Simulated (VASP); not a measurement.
Consider the following.

```yaml
crystal:
  lattice:
    - [2.56722, 1.48219, 4.62967]
    - [-2.56722, 1.48219, 4.62967]
    - [0.00000, -2.96437, 4.62967]
  atoms:
    - { symbol: Li, position: [0.28107, 0.28107, 0.28107] }
    - { symbol: Li, position: [0.78107, 0.78107, 0.78107] }
    - { symbol: Nb, position: [0.99913, 0.99913, 0.99913] }
    - { symbol: Nb, position: [0.49913, 0.49913, 0.49913] }
    - { symbol: O, position: [0.10654, 0.36167, 0.71869] }
    - { symbol: O, position: [0.71869, 0.10654, 0.36167] }
    - { symbol: O, position: [0.36167, 0.71869, 0.10654] }
    - { symbol: O, position: [0.21869, 0.86167, 0.60654] }
    - { symbol: O, position: [0.86167, 0.60654, 0.21869] }
    - { symbol: O, position: [0.60654, 0.21869, 0.86167] }
```

These are r2SCAN meta-GGA, VASP's PBE PAW potentials (set 64) (plane waves; VASP) values and carry that method's errors. Run with 520 eV cut-off, 6×6×6 Γ-centred mesh, tetrahedra with Blöchl corrections, potentials Li_sv Nb_sv O.

Give the energies of bands 26 to 39 at the high-symmetry points, in eV from the valence-band maximum.

| band | Γ | T | H2 | L | S0 | F |
|---|---|---|---|---|---|---|
| 26 | -1.26 | -2.68 | -1.76 | -2.23 | -1.77 | -1.75 |
| 27 | -0.90 | -2.26 | -1.41 | -1.79 | -1.44 | -1.36 |
| 28 | -0.90 | -2.26 | -1.41 | -1.79 | -1.28 | -1.25 |
| 29 | -0.71 | -0.64 | -1.03 | -0.45 | -1.00 | -1.06 |
| 30 | -0.71 | -0.64 | -1.03 | -0.45 | -0.78 | -0.97 |
| 31 | -0.65 | -0.31 | -0.58 | -0.30 | -0.70 | -0.68 |
| 32 | -0.52 | -0.31 | -0.58 | -0.30 | -0.49 | -0.68 |
| 33 | -0.01 | -0.31 | -0.25 | -0.20 | -0.38 | -0.48 |
| 34 | -0.01 | -0.31 | -0.25 | -0.20 | -0.11 | -0.21 |
| 35 | 4.04 | 5.08 | 4.32 | 4.30 | 3.98 | 4.12 |
| 36 | 4.04 | 5.08 | 4.32 | 4.30 | 4.48 | 4.55 |
| 37 | 4.49 | 5.27 | 5.17 | 5.15 | 5.11 | 5.02 |
| 38 | 5.56 | 5.27 | 5.17 | 5.15 | 5.17 | 5.04 |
| 39 | 5.56 | 5.27 | 5.65 | 5.39 | 5.60 | 5.68 |

The gap is indirect, 3.98 eV, from the valence maximum at Γ-T at 0.29 to the conduction minimum at S2-F at 0.14.

The structure comes from a measured LiNbO3 entry (R3c) of the Crystallography Open Database, whose conditions weren't checked. It was relaxed first.
